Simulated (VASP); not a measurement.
An input for Quantum ESPRESSO's pw.x (written as the equivalent of a VASP run, and not itself run):

```
&CONTROL
  calculation = 'vc-relax'
  pseudo_dir = './pseudo'
  outdir = './out'
  tprnfor = .true.
  tstress = .true.
  nstep = 60
  forc_conv_thr = 0.00078
/
&SYSTEM
  ibrav = 0
  nat = 4
  ntyp = 2
  ecutwfc = 84
  occupations = 'smearing'
  smearing = 'gaussian'
  degauss = 0.003675
  input_dft = 'vdw-df-cx'
/
&ELECTRONS
  conv_thr = 7.3e-08
  electron_maxstep = 100
/
&IONS
/
&CELL
/
ATOMIC_SPECIES
  B 10.810 B.upf
  N 14.007 N.upf
CELL_PARAMETERS angstrom
     1.2570941   -2.1773513    0.0000000
     1.2570941    2.1773513    0.0000000
    -0.0000000   -0.0000000    6.4088281
ATOMIC_POSITIONS crystal
  B    0.3333330  0.6666670  0.2500000
  B    0.6666670  0.3333330  0.7500000
  N    0.6666670  0.3333330  0.2500000
  N    0.3333330  0.6666670  0.7500000
K_POINTS automatic
  9 9 3 0 0 0
```

Task: Translate this input to VASP (INCAR, KPOINTS, POSCAR, choice of POTCAR).

Result: Several could match; the one computed here: 
### POSCAR
```
BN
1
    1.2570941395    -2.1773513131     0.0000000000
    1.2570941395     2.1773513131     0.0000000000
   -0.0000000000    -0.0000000000     6.4088281388
B N
2 2
Direct
  0.3333330000   0.6666670000   0.2500000000
  0.6666670000   0.3333330000   0.7500000000
  0.6666670000   0.3333330000   0.2500000000
  0.3333330000   0.6666670000   0.7500000000
```

File KPOINTS:
```
Automatic mesh
0
Gamma
9 9 3
0 0 0
```

**INCAR**
```
# general
SYSTEM  =BN
PREC    =Accurate
ENCUT   =520
LREAL   =F
LASPH   =T

# electronic loop
EDIFF   =1E-6
NELM    =100
ALGO    =Normal

# smearing
ISMEAR  =0
SIGMA   =0.05

# functional
GGA     =CX
LUSE_VDW=T
AGGAC   =0.0

# ions
IBRION  =2
NSW     =60
ISIF    =3
EDIFFG  =-0.02

# output
LWAVE   =F
LCHARG  =F
```

POTCAR, in this order: B N (PBE.64 set). Program: vasp_std.

What does not carry over: the potentials are each code's own (VASP's PAW set, PseudoDojo norm-conserving files in pw.x), so ENCUT and ecutwfc are chosen apart and not converted; conv_thr bounds pw.x's estimated SCF error, while EDIFF bounds the energy change between steps; forc_conv_thr acts on force components and is met together with etot_conv_thr.

The compound is BN in the hex structure. It was relaxed first. The start is the result of an earlier pass.
